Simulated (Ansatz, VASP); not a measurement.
## SnSe2 in two plane-wave programs

Wanted: the spread between two codes on one cell, functional and k mesh. The cell is taken from a series of runs on this material, whose earlier steps may have relaxed, scaled, displaced or heated it; both programs get it as it stands.

Method: plane waves, with VASP 6.6.1 beside it; zone-centre phonons at PBEsol with D3(BJ), in Ansatz 0.2.0.

### 1. Set-up

It takes space group P-3m1 (No. 164, trigonal). The conventional cell has a = 3.727 Å, b = 3.727 Å, c = 5.366 Å, α = 90.00°, β = 90.00°, γ = 120.00°. Nearest to Se lie 3 Sn at 2.67 Å. Nearest to Sn lie 6 Se at 2.67 Å. Farther neighbours and most contacts between anions are not listed.

### 2. Ansatz: zone-centre phonons, PBEsol with D3(BJ)

Ansatz runs on its PAW soft_1 files.

Second derivatives magnify differences that forces hide, and they need a tight electronic threshold.

Input file input.yaml:

```yaml
crystal:
  lattice:
    - [3.7272812825, 0.0, 0.0]
    - [-1.8636406412, 3.2279202777, 0.0]
    - [0.0, 0.0, 5.3657208422]
  atoms:
    - { symbol: Se, position: [0.3333333333, 0.6666666667, 0.2954596966] }
    - { symbol: Se, position: [0.6666666667, 0.3333333333, 0.7045403034] }
    - { symbol: Sn, position: [0.0, 0.0, 0.0] }
kpoints:
  mp_grid: { grid: [12, 12, 6] }
hamiltonian:
  xc: pbesol
  dispersion: d3bj
  pseudopotentials: { kind: paw, azcp: { folder: soft_1 }, xc_functional: pbe }
scf:
  occupations: { method: gaussian, width: 0.02 }
output:
  eigenvalues: true
phonons:
  method: dfpt
```

Launch:

```sh
> ansatz run input.yaml --threads 4 --pin off --max-ram 10240MiB --backend cpu --events-out ev --progress --plain --runs-dir out
```

Numbers of over 12 decimals in the logs are rounded to 6 here.

Output:

```text
Engine: ansatz 0.2.0, aarch64-unknown-linux-gnu
Pseudopotentials: kind: paw
Pseudopotential: Se, paw, valence charge 16, recommended cutoff 420 eV (normal), soft_1/Se.paw.azcp
Pseudopotential: Sn, paw, valence charge 14, recommended cutoff 420 eV (normal), soft_1/Sn.paw.azcp
Functional definition: PBEsol
  exchange = pbesol_x
  correlation = pbesol_c
Crystal: 3 atoms, lattice volume = 64.557 Å³
Basis set: ecut = 420 eV, 1253 PW (Γ), exchange–correlation on 50×50×72 points (8 copies of the dense FFT grid, shifted against one another)
Bands: 28, of which v1, the nominal top of the filled ones, is band 23 counted from 1 (22 counted from 0)
Symmetry: 12 space group operations
k-points: 242 of 864 (irreducible under 2 space group operations, time reversal used)
Non-local potential: Se, projectors of the file, l = 0: 2, l = 1: 2, l = 2: 3, l = 3: 1
Non-local potential: Sn, projectors of the file, l = 0: 2, l = 1: 2, l = 2: 2, l = 3: 1
PAW form: soft (Blöchl's): semilocal exchange-correlation on the pseudo side does not see the compensation charge
PAW frozen core: Se, regenerated for the run's functional, and the local potential with it (the file was generated under x = pbe(κ = 0.804, μ = 0.219515), c = pbe(β = 0.066725))
PAW frozen core: Sn, regenerated for the run's functional, and the local potential with it (the file was generated under x = pbe(κ = 0.804, μ = 0.219515), c = pbe(β = 0.066725))
PAW one-centre angular grid: Se, 590 points (default); XC on 64 Gauss nodes
PAW one-centre angular grid: Sn, 590 points (default); XC on 64 Gauss nodes
Initial density: superposition of atomic densities (chi_scale 0.1, normalization cell, long waves kept (reshape's long-wave potential 0.04 eV rms))
Initial wavefunctions: pseudopotential atomic-orbital guess
Functional: x = pbesol(κ = 0.804, μ = 0.123457), c = pbesol(β = 0.046)
SCF iter   1: F=—  HF=-16800.705258 eV  |F-HF|=—  |Δ(HF+E_count)|=         —  Δρ=3.52e-2  dr2=1.81e0  ethr=3.10e-3  ⟨swp⟩=7.2  Hψ=31190  notcnv=0
preconditioner: auto → Kerker (q_TF=auto, 2.578 Å⁻¹)  [metal: Δε(μ)=0.016 eV  Ē_g=16.832 eV  σ=0.020 eV  W_gap=0.42  n_scr=22 (ndim 8)  ℏωp=23.6 eV  f_vac=0.000  D(μ)=1.36/eV (n_scr^D=8)]
SCF iter   2: F=—  HF=-16800.421430 eV  |F-HF|=—  |Δ(HF+E_count)|=   2.84e-1  Δρ=2.12e-2  dr2=7.40e-1  ethr=3.10e-3  ⟨swp⟩=2.0  Hψ=9690  notcnv=0  defer=228
preconditioner: auto → Resta (q_TF=auto, 2.578 Å⁻¹)  ε∞=3.0  [insulator: Δε(μ)=0.072 eV  Ē_g=16.636 eV  σ=0.020 eV  W_gap=0.83  n_scr=22 (ndim 8)  ℏωp=23.6 eV  f_vac=0.000  D(μ)=0.49/eV (n_scr^D=2)  ε∞_Penn≈3.0]
SCF iter   3: F=—  HF=-16800.223502 eV  |F-HF|=—  |Δ(HF+E_count)|=   1.98e-1  Δρ=3.90e-3  dr2=9.74e-3  ethr=1.61e-3  ⟨swp⟩=2.8  Hψ=9093  notcnv=0  defer=228
SCF iter   4: F=—  HF=-16800.220508 eV  |F-HF|=—  |Δ(HF+E_count)|=   2.99e-3  Δρ=1.72e-3  dr2=2.49e-3  ethr=2.12e-5  ⟨swp⟩=2.6  Hψ=14567  notcnv=0  defer=230
SCF iter   5: F=—  HF=-16800.220364 eV  |F-HF|=—  |Δ(HF+E_count)|=   1.44e-4  Δρ=6.58e-4  dr2=3.31e-4  ethr=5.41e-6  ⟨swp⟩=2.0  Hψ=13100  notcnv=0  defer=230
SCF iter   6: F=—  HF=-16800.220335 eV  |F-HF|=—  |Δ(HF+E_count)|=   2.97e-5  Δρ=2.14e-4  dr2=3.27e-5  ethr=7.20e-7  ⟨swp⟩=3.0  Hψ=12770  notcnv=0  defer=230
SCF iter   7: F=—  HF=-16800.220354 eV  |F-HF|=—  |Δ(HF+E_count)|=   1.90e-5  Δρ=2.56e-5  dr2=5.57e-7  ethr=7.10e-8  ⟨swp⟩=2.0  Hψ=8475  notcnv=0  defer=230
SCF iter   8: F=—  HF=-16800.220354 eV  |F-HF|=—  |Δ(HF+E_count)|=   3.31e-7  Δρ=9.02e-6  dr2=3.81e-8  ethr=1.21e-9  ⟨swp⟩=2.0  Hψ=8591  notcnv=0  defer=230
SCF iter   9: F=—  HF=-16800.220354 eV  |F-HF|=—  |Δ(HF+E_count)|=   4.06e-8  Δρ=1.89e-6  dr2=1.44e-9  ethr=8.29e-11  ⟨swp⟩=2.0  Hψ=8473  notcnv=0  defer=230
SCF iter  10: F=—  HF=-16800.220354 eV  |F-HF|=—  |Δ(HF+E_count)|=  5.02e-10  Δρ=3.07e-7  dr2=7.36e-11  ethr=3.13e-12  ⟨swp⟩=2.0  Hψ=9692  notcnv=0  defer=230
SCF iter  11: F=-16800.220354 eV  HF=-16800.220354 eV  |F-HF|=7.28e-12  |Δ(HF+E_count)|=  2.55e-11  Δρ=4.12e-8  dr2=1.48e-12  ethr=1.00e-12  ⟨swp⟩=11.7  Hψ=37874  notcnv=0
SCF 1 converged in 11 iterations: F = -16800.220354 eV  dr2 = 1.48e-12
  greatest PAW one-centre occupation: 1.000 electrons in one spin orbital (limit 2), on the Se atom at site 1 (counted from 0), in its partial waves of l = 2
DFPT response loops at Γ: preconditioner auto → Kerker (q_TF=auto, 2.578 Å⁻¹) (partly filled bands, converged f_vac=0.008); β = 1.00, the filter's whole step (`scf.mixing.beta` (0.50) is not read by the response loops under this deck's `scf.mixing.preconditioner`; to damp them name `kerker` or `kerker_dos`, under which they read `scf.mixing.beta`, and type it under 1.00, their step now; both keys bind the ground state too); Broyden in place of MSR1
SCF converged after 11 iterations
Free energy (F): -16800.220354 eV
Harris-Foulkes:  -16800.220354 eV  (|F-HF|=7.28e-12)
Internal energy: -16800.220254 eV  (E = F + TS)
E sigma→0 (E₀):  -16800.220304 eV
Entropy (-TS):   -0.000100 eV (-0.033 meV/atom)
Fermi energy:    11.176804 eV
--- Per-component energies (eV) ---
  E_band       = -754.926249
  E_kinetic    = 395.159137
  E_local      = -5779.875788  (includes V_loc(G=0)·N_el)
  E_nonlocal   = -557.981345
  E_hartree    = 3078.129128
  E_xc         = -296.038498
  E_vxc        = -264.090484  (∫ρ·V_xc dr)
  E_paw        = -8470.174624  (= ΣΔE_a)
  E_vpaw       = -704.395543  (= ΣTr[D̂ρ^β])
  E_aug_tail   = -0.000475  (compensation charges beyond the density's cutoff)
  E_ewald      = -5170.551687
  E_disp       = -1.187845  (pairwise vdW)
  E_core_change = 2.301743  (= ΣΔE_core)
  E_smearing   = -0.000100  (= −TS)
  E_closure    = 0.000000  (closes the sum)
  Σ components = -16800.220354   (vs F -16800.220354, Δ=0.00e0)
--- Band table (eV; the first three rows and the last of 242) ---
  k-point 0: bands = [... 19 lower, 9.7425, 10.0376, 10.0376, 11.0155, 11.7767, 13.9219, 15.6151, 15.6151, ... 1 higher]
  k-point 1: bands = [... 19 lower, 9.6354, 9.9974, 10.2117, 10.2117, 12.4926, 14.0139, 15.3344, 15.3344, ... 1 higher]
  k-point 2: bands = [... 19 lower, 9.5259, 9.5259, 10.4676, 10.4676, 13.2190, 14.1396, 14.8423, 14.8423, ... 1 higher]
  k-point 241: bands = [... 19 lower, 6.0774, 6.7139, 10.3157, 10.6835, 13.1777, 15.0948, 15.5871, 16.3500, ... 1 higher]
--- Phonons (Γ-DFPT): 4 representative perturbations + reference, on 242 of 864 k-points (Σ response iterations 12) ---
  k mesh reduced under 2 symmetry operations, with k and −k counted as one. Each operation leaves every solved perturbation unchanged. A smaller set is not used because it would not reduce the number of displacements times k-points to solve
  ASR residual: 1.049e-5 → 0.000e0 eV/Å²; symmetrization residual: 1.311e-5 eV/Å²
  pairwise dispersion correction: d3bj (s6 = 1.0, s8 = 2.9491, a1 = 0.4466, a2_bohr = 6.1742), with the weights of each atom's references fixed at the reference crystal's, and the forces and stress that the weights' published response gives there kept as a pressure on the atom's counted neighbours (hamiltonian.dispersion)
  ASR residual per site (eV/Å²): 8.50e-6 8.50e-6 1.05e-5
  Γ frequencies (cm⁻¹): 0.00 0.00 0.00 160.17 160.17 160.47 160.47 198.15 245.63
  non-analytic LO–TO correction: not included (Born effective charges unavailable; polar crystals: no LO–TO splitting at Γ)
```

Reading the cycles: dr2 is the Hartree energy of the density residual (eV), the measure of convergence; HF is the Harris–Foulkes estimate of the energy, which meets the free energy F at convergence.

(Part 1 of 2 ends here.)

[Lines on the potential files, build, host, timing and source positions are cut from VASP's logs without a mark.]

[Logs are printed without paths, hosts, clocks, repeated set-up lines and the standing remarks that a program may print on its own settings, such as how far it seeks lower states.]

[Hosts, paths, dates, database ids (printed as entryN), source tags and the programs' standing remarks are cut or masked in the printed files.]
